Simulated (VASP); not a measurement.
## CeSi2Pd2: structure and properties in VASP

Wanted: the relaxed cell of CeSi2Pd2 and its properties. The steps: magnetic start: ferromagnetic, magnetic start: antiferromagnetic, q = (0, 0, 1/2), magnetic start: antiferromagnetic, q = (1/2, 1/2, 1/2), magnetic start: antiferromagnetic, q = (1/2, 0, 0), full relaxation (PBEsol + U) and density, ELF and potential (PBEsol + U). The start is a computed cell from the Materials Project.

Main program and level: VASP 6.6.1; PBEsol, DFT+U (Ce f 5 eV), spin-polarised from a ferromagnetic start (one magnetic atom a cell); plane waves and PAW (Ce, Si, Pd).

## 1. Set-up

The structure is tetragonal, space group I4/mmm (No. 139). Conventional cell: a = 4.236 Å, b = 4.236 Å, c = 9.906 Å, α = 90.00°, β = 90.00°, γ = 90.00°. Ce has 10 Si at 3.22 to 3.77 Å and 8 Pd at 3.26 Å nearest. Nearest to Si lie 1 Si at 2.36 Å and 4 Pd at 2.48 Å and 5 Ce at 3.22 to 3.77 Å. Nearest to Pd lie 4 Si at 2.48 Å and 4 Pd at 3.00 Å and 4 Ce at 3.26 Å. Farther neighbours are not listed.

## 2. Magnetic start: ferromagnetic

The properties of a magnet depend on its order, so a few collinear patterns are compared first on the cell as listed, beginning with all moments parallel. PBEsol restores the gradient expansion of exchange and is tuned for the cells of solids. A Hubbard U penalises fractional filling of the localised shell, which semilocal functionals favour.

INCAR reads:

```
SYSTEM = CeSi2Pd2
PREC = Accurate
ENCUT = 400
EDIFF = 1E-06
NELM = 150
ISMEAR = 1
SIGMA = 0.2
LREAL = .FALSE.
ALGO = Normal
GGA = PS
NBANDS = 29
ISPIN = 2
MAGMOM = 1 0 0 0 0
LDAU = .TRUE.
LDAUTYPE = 2
LDAUL = 3 -1 -1
LDAUU = 5 0 0
LDAUJ = 0 0 0
LDAUPRINT = 1
LASPH = .TRUE.
LMAXMIX = 6
AMIX = 0.2
BMIX = 1E-04
AMIX_MAG = 0.8
BMIX_MAG = 1E-04
LORBIT = 11
LWAVE = .FALSE.
LCHARG = .FALSE.
KPAR = 8
ISIF = 2
```

POSCAR reads:

```
CeSi2Pd2
1.0
   -4.2356300536      0.0000000000      0.0000000000
    0.0000000000      4.2356300536      0.0000000000
    2.1178150268     -2.1178150268     -4.9530901522
Ce Si Pd
1 2 2
Direct
    0.0000000000      0.0000000000      0.0000000000
    0.3809020700      0.3809020700      0.7618041400
    0.6190979300      0.6190979300      0.2381958600
    0.2500000000      0.7500000000      0.5000000000
    0.7500000000      0.2500000000      0.5000000000
```

KPOINTS reads:

```
Automatic mesh
0
Gamma
6 6 6
0 0 0
```

The projector-augmented-wave data sets are Ce, Si and Pd (PBE family, release 64).

Launch:

```console
mpirun -np 8 vasp_std
```

The log of the run:

```text
[banner, memory and clock lines left out]
running    8 mpi-ranks, on    1 nodes
 distrk:  each k-point on    1 cores,    8 groups
 distr:  one band on    1 cores,    1 groups

 POSCAR found type information on POSCAR CeSiPd
 POSCAR found :  3 types and       5 ions
|                                                                             |
|           W    W    AA    RRRRR   N    N  II  N    N   GGGG   !!!           |
|           W    W   A  A   R    R  NN   N  II  NN   N  G    G  !!!           |
|           W    W  A    A  R    R  N N  N  II  N N  N  G       !!!           |
|           W WW W  AAAAAA  RRRRR   N  N N  II  N  N N  G  GGG   !            |
|           WW  WW  A    A  R   R   N   NN  II  N   NN  G    G                |
|           W    W  A    A  R    R  N    N  II  N    N   GGGG   !!!           |
|                                                                             |
|     For optimal performance we recommend to set                             |
|       NCORE = 2 up to number-of-cores-per-socket                            |
|     NCORE specifies how many cores store one orbital (NPAR=cpu/NCORE).      |
|     This setting can greatly improve the performance of VASP for DFT.       |
|     The default, NCORE=1 might be grossly inefficient on modern             |
|     multi-core architectures or massively parallel machines. Do your        |
|     Unfortunately you need to use the default for GW and RPA                |
|     calculations (for HF NCORE is supported but not extensively tested      |
|     yet).                                                                   |
|                                                                             |

|                                                                             |
|               ----> ADVICE to this user running VASP <----                  |
|                                                                             |
|     You enforced a specific xc type in the INCAR file but a different       |
|     [... a line on the potential file left out ...]
|     I HOPE YOU KNOW WHAT YOU ARE DOING!                                     |
|                                                                             |

 LDA part: xc-table for (Slater+PW92), standard interpolation
 POSCAR, INCAR and KPOINTS ok, starting setup
 FFT: planning ... GRIDC
 FFT: planning ... GRID_SOFT
 FFT: planning ... GRID
 WAVECAR not read
 entering main loop
       N       E                     dE             d eps       ncg     rms          rms(c)
DAV:   1     0.276860959357E+03    0.27686E+03   -0.14213E+04  3480   0.121E+03
DAV:   2     0.384984881005E+01   -0.27301E+03   -0.24530E+03  4077   0.270E+02
DAV:   3    -0.343800240360E+02   -0.38230E+02   -0.36458E+02  4840   0.970E+01
DAV:   4    -0.359315819247E+02   -0.15516E+01   -0.15310E+01  5586   0.215E+01
DAV:   5    -0.359971980754E+02   -0.65616E-01   -0.65575E-01  5867   0.354E+00    0.166E+01
DAV:   6    -0.331081535414E+02    0.28890E+01   -0.74274E+00  4564   0.168E+01    0.879E+00
DAV:   7    -0.339652159784E+02   -0.85706E+00   -0.11518E+01  5575   0.119E+01    0.193E+01
DAV:   8    -0.328681849061E+02    0.10970E+01   -0.20158E+00  5390   0.906E+00    0.491E+00
DAV:   9    -0.328603984540E+02    0.77865E-02   -0.35202E-01  4547   0.232E+00    0.419E+00
DAV:  10    -0.334104564157E+02   -0.55006E+00   -0.29506E+00  4962   0.264E+00    0.977E+00
DAV:  11    -0.329977272904E+02    0.41273E+00   -0.22083E+00  5076   0.385E+00    0.803E+00
DAV:  12    -0.331740680659E+02   -0.17634E+00   -0.59376E-01  5657   0.146E+00    0.992E+00
DAV:  13    -0.334245918533E+02   -0.25052E+00   -0.69458E-01  5319   0.203E+00    0.118E+01
DAV:  14    -0.333959826559E+02    0.28609E-01   -0.85860E-01  4927   0.348E+00    0.701E+00
DAV:  15    -0.332958723754E+02    0.10011E+00   -0.17114E-01  5690   0.155E+00    0.682E+00
DAV:  16    -0.329200376114E+02    0.37583E+00   -0.48422E-01  5349   0.305E+00    0.472E+00
DAV:  17    -0.329404006790E+02   -0.20363E-01   -0.37598E-02  4818   0.775E-01    0.455E+00
DAV:  18    -0.331261295468E+02   -0.18573E+00   -0.92492E-01  5172   0.252E+00    0.806E+00
DAV:  19    -0.342486507119E+02   -0.11225E+01   -0.28047E+01  5517   0.682E+00    0.177E+01
DAV:  20    -0.340758013013E+02    0.17285E+00   -0.46912E-02  3901   0.198E+00    0.175E+01
DAV:  21    -0.343490819140E+02   -0.27328E+00   -0.23440E-02  5847   0.103E+00    0.178E+01
DAV:  22    -0.344106888717E+02   -0.61607E-01   -0.20660E-03  4820   0.315E-01    0.179E+01
DAV:  23    -0.344096662345E+02    0.10226E-02   -0.10543E-04  5320   0.471E-02    0.179E+01
DAV:  24    -0.345229292919E+02   -0.11326E+00   -0.25149E-03  5467   0.381E-01    0.180E+01
DAV:  25    -0.345141464882E+02    0.87828E-02   -0.84054E-05  5129   0.583E-02    0.180E+01
DAV:  26    -0.344801747513E+02    0.33972E-01   -0.34561E-04  5036   0.158E-01    0.180E+01
DAV:  27    -0.340319630969E+02    0.44821E+00   -0.48425E-02  5350   0.164E+00    0.174E+01
DAV:  28    -0.331764080159E+02    0.85556E+00   -0.11536E+00  5399   0.327E+00    0.141E+01
DAV:  29    -0.330485697846E+02    0.12784E+00   -0.18839E-01  5613   0.110E+00    0.131E+01
DAV:  30    -0.331163332479E+02   -0.67763E-01   -0.45838E-01  5062   0.113E+00    0.127E+01
[...]
DAV:  82    -0.338821446115E+02   -0.77673E-02   -0.11413E-02  5253   0.950E-01    0.594E-01
DAV:  83    -0.338880907154E+02   -0.59461E-02   -0.12436E-02  5341   0.949E-01    0.769E-01
DAV:  84    -0.338829678865E+02    0.51228E-02   -0.91084E-03  5287   0.970E-01    0.595E-01
DAV:  85    -0.338740542784E+02    0.89136E-02   -0.40970E-02  5378   0.175E+00    0.434E-01
DAV:  86    -0.338747517785E+02   -0.69750E-03   -0.32397E-02  6116   0.133E+00    0.473E-01
DAV:  87    -0.338759563576E+02   -0.12046E-02   -0.34452E-03  5659   0.371E-01    0.388E-01
DAV:  88    -0.338771740064E+02   -0.12176E-02   -0.18321E-03  5543   0.328E-01    0.252E-01
DAV:  89    -0.338773663688E+02   -0.19236E-03   -0.16014E-03  5502   0.306E-01    0.145E-01
DAV:  90    -0.338772349655E+02    0.13140E-03   -0.20061E-03  5466   0.343E-01    0.381E-02
DAV:  91    -0.338772572804E+02   -0.22315E-04   -0.28128E-04  6317   0.658E-02    0.134E-02
DAV:  92    -0.338772584226E+02   -0.11421E-05   -0.10103E-05  4874   0.125E-02    0.922E-03
DAV:  93    -0.338772583586E+02    0.63950E-07   -0.11661E-06  4004   0.844E-03
   1 F= -.33877258E+02 E0= -.33878452E+02  d E =0.358239E-02  mag=    -1.0067
```

The job ended after 3 min (8 MPI ranks of Intel Xeon Platinum 8375C at 2.90GHz (Ice Lake), shared host; peak memory 2.4 GiB).

The logs omit lines about the potential files and the build; timing stands in the text.

OUTCAR, selected parts (step 2):

```text
ion  position               nearest neighbor table
   1  0.000  0.000  0.000-   5 3.26   4 3.26   4 3.26   5 3.26   4 3.26   5 3.26   5 3.26   4 3.26

  LATTYP: Found a body centered tetragonal cell.
 ALAT       =     4.2356300536
 C/A-ratio  =     2.3387737312

 Subroutine GETGRP returns: Found 16 space group operations
 (whereof 16 operations were pure point group operations)

The static configuration has the point symmetry D_4h.

 Found     30 irreducible k-points:

   k-points           NKPTS =     30   k-points in BZ     NKDIM =     30   number of bands    NBANDS=     29

   dimension x,y,z NGX =    28 NGY =   28 NGZ =   40
   dimension x,y,z NGXF=    56 NGYF=   56 NGZF=   80

   ENCUT  =  400.0 eV  29.40 Ry    5.42 a.u.   6.91  6.91  9.44*2*pi/ulx,y,z

   NELECT =      40.0000    total number of electrons

 k-points in reciprocal lattice and weights: Automatic mesh
   0.00000000  0.00000000  0.00000000       0.005
   0.16666667  0.00000000 -0.00000000       0.037
   0.33333333  0.00000000  0.00000000       0.037
   0.50000000  0.00000000  0.00000000       0.019
   0.16666667  0.16666667 -0.00000000       0.037
   0.33333333  0.16666667 -0.00000000       0.074
   0.50000000  0.16666667 -0.00000000       0.074
  -0.33333333  0.16666667 -0.00000000       0.074
  -0.16666667  0.16666667  0.00000000       0.019
[...]
0.16666667  0.16666667  0.33333333       0.019
   0.00000000  0.00000000  0.50000000       0.005

atom =   1  type =  1  l = 3

 onsite density matrix

spin component  1

  0.0043  0.0000 -0.0009 -0.0000  0.0000  0.0000  0.0000
  0.0000  0.0045 -0.0000  0.0000  0.0000 -0.0000 -0.0000
 -0.0009 -0.0000  0.0057 -0.0000  0.0000  0.0000 -0.0000
 -0.0000  0.0000 -0.0000  0.0048  0.0000 -0.0000 -0.0000
  0.0000  0.0000  0.0000  0.0000  0.0057  0.0000  0.0009
  0.0000 -0.0000  0.0000 -0.0000  0.0000  0.0053 -0.0000
  0.0000 -0.0000 -0.0000 -0.0000  0.0009 -0.0000  0.0043

spin component  2

  0.0049  0.0000 -0.0012 -0.0000  0.0000  0.0000  0.0000
  0.0000  0.0048 -0.0000  0.0000  0.0000 -0.0000 -0.0000
 -0.0012 -0.0000  0.0063 -0.0000  0.0000  0.0000 -0.0000
 -0.0000  0.0000 -0.0000  0.0050  0.0000 -0.0000 -0.0000
  0.0000  0.0000  0.0000  0.0000  0.0063 -0.0000  0.0012
  0.0000 -0.0000  0.0000 -0.0000 -0.0000  0.9673 -0.0000
  0.0000 -0.0000 -0.0000 -0.0000  0.0012 -0.0000  0.0049

 occupancies and eigenvectors

  o =  0.0038  v =  0.0102  0.0000  0.0052 -0.0000 -0.4551  0.0000  0.8904  0.0000  0.0000  0.0000  0.0000  0.0000  0.0000  0.0000      0.0000  0.0000  0.0000  0.0000  0.0000  0.0000  0.0000  0.0000  0.0000  0.0000  0.0000  0.0000  0.0000  0.0000
  o =  0.0038  v =  0.8904 -0.0000  0.4551  0.0000  0.0052 -0.0000 -0.0102  0.0000  0.0000  0.0000  0.0000  0.0000  0.0000  0.0000      0.0000  0.0000  0.0000  0.0000  0.0000  0.0000  0.0000  0.0000  0.0000  0.0000  0.0000  0.0000  0.0000  0.0000
  o =  0.0042  v =  0.0000  0.0000  0.0000  0.0000  0.0000  0.0000  0.0000  0.0046  0.0000  0.0026  0.0000 -0.5013 -0.0000  0.8653      0.0000  0.0000  0.0000  0.0000  0.0000  0.0000  0.0000  0.0000  0.0000  0.0000  0.0000  0.0000  0.0000  0.0000
  o =  0.0042  v =  0.0000  0.0000  0.0000  0.0000  0.0000  0.0000  0.0000  0.8653 -0.0000  0.5013  0.0000  0.0026  0.0000 -0.0046      0.0000  0.0000  0.0000  0.0000  0.0000  0.0000  0.0000  0.0000  0.0000  0.0000  0.0000  0.0000  0.0000  0.0000
  o =  0.0045  v = -0.0000  1.0000  0.0000 -0.0000 -0.0000  0.0000 -0.0000  0.0000  0.0000  0.0000  0.0000  0.0000  0.0000  0.0000      0.0000  0.0000  0.0000  0.0000  0.0000  0.0000  0.0000  0.0000  0.0000  0.0000  0.0000  0.0000  0.0000  0.0000
  o =  0.0048  v =  0.0000  0.0000  0.0000  0.0000  0.0000  0.0000  0.0000 -0.0000 -1.0000 -0.0000 -0.0000 -0.0000 -0.0000  0.0000      0.0000  0.0000  0.0000  0.0000  0.0000  0.0000  0.0000  0.0000  0.0000  0.0000  0.0000  0.0000  0.0000  0.0000
  o =  0.0048  v =  0.0000 -0.0000  0.0000 -1.0000  0.0000 -0.0000 -0.0000  0.0000  0.0000  0.0000  0.0000  0.0000  0.0000  0.0000      0.0000  0.0000  0.0000  0.0000  0.0000  0.0000  0.0000  0.0000  0.0000  0.0000  0.0000  0.0000  0.0000  0.0000
  o =  0.0050  v =  0.0000  0.0000  0.0000  0.0000  0.0000  0.0000  0.0000 -0.0000 -0.0000 -0.0000  1.0000  0.0000  0.0000 -0.0000      0.0000  0.0000  0.0000  0.0000  0.0000  0.0000  0.0000  0.0000  0.0000  0.0000  0.0000  0.0000  0.0000  0.0000
  o =  0.0053  v =  0.0000 -0.0000 -0.0000 -0.0000  0.0000  1.0000 -0.0000  0.0000  0.0000  0.0000  0.0000  0.0000  0.0000  0.0000      0.0000  0.0000  0.0000  0.0000  0.0000  0.0000  0.0000  0.0000  0.0000  0.0000  0.0000  0.0000  0.0000  0.0000
  o =  0.0061  v =  0.0454 -0.0000 -0.0888  0.0000 -0.8860 -0.0000 -0.4529  0.0000  0.0000  0.0000  0.0000  0.0000  0.0000  0.0000      0.0000  0.0000  0.0000  0.0000  0.0000  0.0000  0.0000  0.0000  0.0000  0.0000  0.0000  0.0000  0.0000  0.0000
  o =  0.0061  v = -0.4529 -0.0000  0.8860 -0.0000 -0.0888  0.0000 -0.0454  0.0000  0.0000  0.0000  0.0000  0.0000  0.0000  0.0000      0.0000  0.0000  0.0000  0.0000  0.0000  0.0000  0.0000  0.0000  0.0000  0.0000  0.0000  0.0000  0.0000  0.0000
  o =  0.0070  v =  0.0000  0.0000  0.0000  0.0000  0.0000  0.0000  0.0000 -0.3191 -0.0000  0.5509 -0.0000  0.6673 -0.0000  0.3866      0.0000  0.0000  0.0000  0.0000  0.0000  0.0000  0.0000  0.0000  0.0000  0.0000  0.0000  0.0000  0.0000  0.0000
  o =  0.0070  v =  0.0000  0.0000  0.0000  0.0000  0.0000  0.0000  0.0000  0.3866  0.0000 -0.6673 -0.0000  0.5509  0.0000  0.3191      0.0000  0.0000  0.0000  0.0000  0.0000  0.0000  0.0000  0.0000  0.0000  0.0000  0.0000  0.0000  0.0000  0.0000
  o =  0.9673  v =  0.0000  0.0000  0.0000  0.0000  0.0000  0.0000  0.0000 -0.0000 -0.0000  0.0000 -0.0000 -0.0000  1.0000  0.0000      0.0000  0.0000  0.0000  0.0000  0.0000  0.0000  0.0000  0.0000  0.0000  0.0000  0.0000  0.0000  0.0000  0.0000

 average (electrostatic) potential at core
       1 -74.0167       2 -79.8214       3 -79.8214       4 -71.7825       5 -71.7825

 E-fermi :   9.0766

 spin component 1
 k-point     1 :       0.0000    0.0000    0.0000
  band No.  band energies     occupation
    ...
     16       6.8533      1.00000
     17       7.7874      1.00000
     18       7.8801      1.00000
     19       7.8801      1.00000
     20       8.6078      1.00226
     21      10.4174     -0.00000
     22      10.4174     -0.00000
     23      11.8954     -0.00000
     24      12.6100     -0.00000
     25      12.8582     -0.00000
    ...

 k-point     2 :       0.1667    0.0000   -0.0000
  band No.  band energies     occupation
    ...
     16       6.9650      1.00000
     17       7.2169      1.00000
     18       7.6070      1.00000
     19       8.5779      1.00119
     20       8.7521      1.02202
     21       9.8359     -0.00000
     22      10.5264     -0.00000
     23      12.5972     -0.00000
     24      12.8562     -0.00000
     25      12.9189     -0.00000
    ...

 k-point     3 :       0.3333    0.0000    0.0000
  band No.  band energies     occupation
    ...
     15       6.2485      1.00000
     16       6.3515      1.00000
     17       6.5754      1.00000
     18       7.4687      1.00000
     19       8.7239      1.01587
     20       9.2661     -0.01877
     21      10.4353     -0.00000
     22      11.2765     -0.00000
     23      12.3061     -0.00000
     24      12.6796     -0.00000
    ...

 k-point     4 :       0.5000    0.0000    0.0000
  band No.  band energies     occupation
    ...
     15       5.8457      1.00000
     16       5.8689      1.00000
     17       6.4251      1.00000
     18       7.3455      1.00000
     19       8.5232      1.00032
     20      10.6750     -0.00000
     21      10.7544     -0.00000
     22      11.6122     -0.00000
     23      11.9763     -0.00000
     24      12.4697     -0.00000
    ...

 k-point     5 :       0.1667    0.1667   -0.0000
  band No.  band energies     occupation
    ...
     16       6.5383      1.00000
     17       7.6789      1.00000
     18       7.8861      1.00000
     19       8.4446      1.00004
     20       8.9165      0.99019
     21       9.6657     -0.00013
     22      11.4020     -0.00000
     23      12.3778     -0.00000
     24      12.6885     -0.00000
     25      12.8403     -0.00000
    ...

 k-point     6 :       0.3333    0.1667   -0.0000
  band No.  band energies     occupation
    ...
     15       6.1785      1.00000
     16       6.1960      1.00000
     17       6.9439      1.00000
     18       7.7451      1.00000
     19       8.6543      1.00548
     20       9.4665     -0.00938
     21      10.0511     -0.00000
     22      11.6210     -0.00000
     23      11.8277     -0.00000
     24      12.5854     -0.00000
    ...

  Total       -0.9207795     -0.9207795     -0.7352815      0.0000000     -0.0000000     -0.0000000
  in kB      -16.6017536    -16.6017536    -13.2572034      0.0000000     -0.0000000     -0.0000000
  external PRESSURE =     -15.4869035 kB  Pullay stress =       0.0000000 kB

  energy-cutoff  :      400.00
  volume of cell :       88.86
      direct lattice vectors                 reciprocal lattice vectors
    -4.235630054  0.000000000  0.000000000    -0.236092385  0.000000000 -0.100947082
     0.000000000  4.235630054  0.000000000     0.000000000  0.236092385 -0.100947082
     2.117815027 -2.117815027 -4.953090152     0.000000000  0.000000000 -0.201894165

 POSITION                                       TOTAL-FORCE (eV/Angst)
 -----------------------------------------------------------------------------------
      0.00000      0.00000      0.00000        -0.000000      0.000000      0.000000
      0.00000     -0.00000     -3.77328        -0.000000      0.000000      0.362400
     -2.11782      2.11782     -1.17981         0.000000     -0.000000     -0.362400
      0.00000      2.11782     -2.47655         0.000000      0.000000     -0.000000
     -2.11782      0.00000     -2.47655        -0.000000     -0.000000      0.000000
 -----------------------------------------------------------------------------------
    total drift:                               -0.000000      0.000000     -0.000000

  FREE ENERGIE OF THE ION-ELECTRON SYSTEM (eV)
  ---------------------------------------------------
  free  energy   TOTEN  =       -33.8772583586 eV

  energy  without entropy=      -33.8808407503  energy(sigma->0) =      -33.87845249

 total charge
# of ion       s       p       d       f       tot
--------------------------------------------------
    1        2.008   5.711   0.810   1.031   9.560
    2        0.746   0.875   0.000   0.000   1.621
    3        0.746   0.875   0.000   0.000   1.621
    4        0.516   0.596   8.557   0.000   9.669
    5        0.516   0.596   8.557   0.000   9.669
--------------------------------------------------
tot          4.532   8.653  17.925   1.031  32.141

 magnetization (x)
# of ion       s       p       d       f       tot
--------------------------------------------------
    1        0.002   0.003  -0.019  -0.963  -0.977
    2        0.001   0.002   0.000   0.000   0.003
    3        0.001   0.002   0.000   0.000   0.003
    4        0.000  -0.002   0.002   0.000   0.001
    5        0.000  -0.002   0.002   0.000   0.001
--------------------------------------------------
tot          0.005   0.003  -0.015  -0.963  -0.970

[... 6 further parts left out ...]
```

The k-mesh is coarse for a metal. DFT+U on an f shell has many metastable occupations, and no search among them was made; in a cell of high symmetry a shell can also be held partly filled, which no real ion shows. The PAW data sets were made with PBE, which is usual practice but a small mismatch for other functionals.

Numbers from this step:

| Quantity | Value |
| --- | --- |
| SCF cycles | 93 |
| electrons | 40 |
| bands | 29 |
| irreducible k-points | 30 |
| symmetry operations | 16 |
| free energy (TOTEN) | -33.88 eV |
| energy at zero smearing | -33.88 eV |
| Fermi energy | 9.077 eV |
| pressure | -1.549 GPa |
| moment of the cell, from the last line of the log | -1.007 μB |
| metallic, judged on the points sampled | yes |

Spin moment in the PAW sphere by atom:

```
atom  spin moment in the PAW sphere (μB)
 Ce1                              -0.977
 Si2                               0.003
 Si3                               0.003
 Pd4                               0.001
 Pd5                               0.001
```

Force by atom:

```
atom  x (eV/Å)  y (eV/Å)  z (eV/Å)   size
 Ce1     0.000     0.000     0.000  0.000
 Si2     0.000     0.000     0.362  0.362
 Si3     0.000     0.000    -0.362  0.362
 Pd4     0.000     0.000     0.000  0.000
 Pd5     0.000     0.000     0.000  0.000
```

The run ends ferromagnetic with a largest moment of 0.98 μB, and the mesh shows no gap.

(Continued in part 2 of 4.)

[Lines on the potential files, build, host, timing and source positions are cut from VASP's logs without a mark.]

[Logs are printed without paths, hosts, clocks, repeated set-up lines and the standing remarks that a program may print on its own settings, such as how far it seeks lower states.]

[Hosts, paths, dates, database ids (printed as entryN), source tags and the programs' standing remarks are cut or masked in the printed files.]

[A measured line is paired with the nearest computed mode of its activity, which favours agreement.]

[In band tables of VASP the shares of atoms and orbitals are scaled to a sum of 1 inside the atoms' spheres.]
